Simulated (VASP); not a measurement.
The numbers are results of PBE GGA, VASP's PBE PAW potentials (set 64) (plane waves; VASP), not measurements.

The input files of a VASP run:

### INCAR
```
SYSTEM = CaO
PREC = Accurate
ENCUT = 520
EDIFF = 1E-7
NELM = 100
ALGO = Normal
LREAL = .FALSE.
LASPH = .TRUE.
ISMEAR = 0
SIGMA = 0.05
GGA = PE
LWAVE = .FALSE.
LCHARG = .FALSE.
LORBIT = 11
ICHARG = 11
```

**POSCAR**
```
CaO
1
    0.0000000000     2.4195481198     2.4195481198
    2.4195481198    -0.0000000000     2.4195481198
    2.4195481198     2.4195481198    -0.0000000000
Ca O
1 1
Direct
  0.0000000000   0.0000000000   0.0000000000
  0.5000000000   0.5000000000   0.5000000000
```

KPOINTS:
```
k-points along high-symmetry lines
15
Line-mode
Reciprocal
  0.000000   0.000000   0.000000 ! GAMMA
  0.500000   0.000000   0.500000 ! X

  0.500000   0.000000   0.500000 ! X
  0.625000   0.250000   0.625000 ! U

  0.375000   0.375000   0.750000 ! K
  0.000000   0.000000   0.000000 ! GAMMA

  0.000000   0.000000   0.000000 ! GAMMA
  0.500000   0.500000   0.500000 ! L

  0.500000   0.500000   0.500000 ! L
  0.500000   0.250000   0.750000 ! W

  0.500000   0.250000   0.750000 ! W
  0.500000   0.000000   0.500000 ! X
```

POTCAR, in this order: Ca_sv O (PBE.64 set). Program: vasp_std. Read from the step before: CHGCAR.

Output of the run:

**OSZICAR**
```
       N       E                     dE             d eps       ncg     rms          rms(c)
DAV:   1     0.125966711091E+03    0.12597E+03   -0.85915E+03  2160   0.135E+03
DAV:   2    -0.441390155075E+01   -0.13038E+03   -0.12365E+03  2432   0.330E+02
DAV:   3    -0.113138572537E+02   -0.69000E+01   -0.66825E+01  2776   0.733E+01
DAV:   4    -0.115698623032E+02   -0.25601E+00   -0.25570E+00  3200   0.128E+01
DAV:   5    -0.115741536733E+02   -0.42914E-02   -0.42909E-02  2704   0.147E+00
DAV:   6    -0.115742179526E+02   -0.64279E-04   -0.64279E-04  2988   0.145E-01
DAV:   7    -0.115742191169E+02   -0.11643E-05   -0.11642E-05  2888   0.188E-02
DAV:   8    -0.115742191278E+02   -0.10876E-07   -0.10861E-07  2016   0.186E-03
   1 F= -.11574219E+02 E0= -.11574219E+02  d E =-.379040E-11
```

OUTCAR:
```
 val. band max:        2.2352111691   @ k =   0.0000   0.0000   0.0000

 cond. band min:       5.8760299120   @ k =   0.5000   0.0000   0.5000



 k-point     1 :       0.0000    0.0000    0.0000
  band No.  band energies     occupation
      1     -35.4848      2.00000
      2     -16.2629      2.00000
      3     -16.2629      2.00000
      4     -16.2629      2.00000
      5     -13.2578      2.00000
      6       2.2352      2.00000
      7       2.2352      2.00000
      8       2.2352      2.00000
      9       6.7854      0.00000
     10       8.4106      0.00000
     11       8.4106      0.00000
     12       8.4106      0.00000

 k-point     2 :       0.0357    0.0000    0.0357
  band No.  band energies     occupation
      1     -35.4833      2.00000
      2     -16.2821      2.00000
      3     -16.2656      2.00000
      4     -16.2656      2.00000
      5     -13.2337      2.00000
      6       2.1450      2.00000
      7       2.2239      2.00000
      8       2.2239      2.00000
      9       6.8675      0.00000
     10       8.3632      0.00000
     11       8.4592      0.00000
     12       8.4592      0.00000

 k-point     3 :       0.0714    0.0000    0.0714
  band No.  band energies     occupation
      1     -35.4787      2.00000
      2     -16.3358      2.00000
      3     -16.2735      2.00000
      4     -16.2735      2.00000
      5     -13.1671      2.00000
      6       1.9063      2.00000
      7       2.1919      2.00000
      8       2.1919      2.00000
      9       7.0840      0.00000
     10       8.2275      0.00000
     11       8.6010      0.00000
     12       8.6010      0.00000

 k-point     4 :       0.1071    0.0000    0.1071
  band No.  band energies     occupation
      1     -35.4714      2.00000
      2     -16.4135      2.00000
      3     -16.2862      2.00000
      4     -16.2862      2.00000
      5     -13.0727      2.00000
      6       1.5878      2.00000
      7       2.1447      2.00000
...
```

The density is held fixed in this step, so its total energy and stress have no physical meaning.

The compound is CaO in the rock salt structure. It was relaxed first.
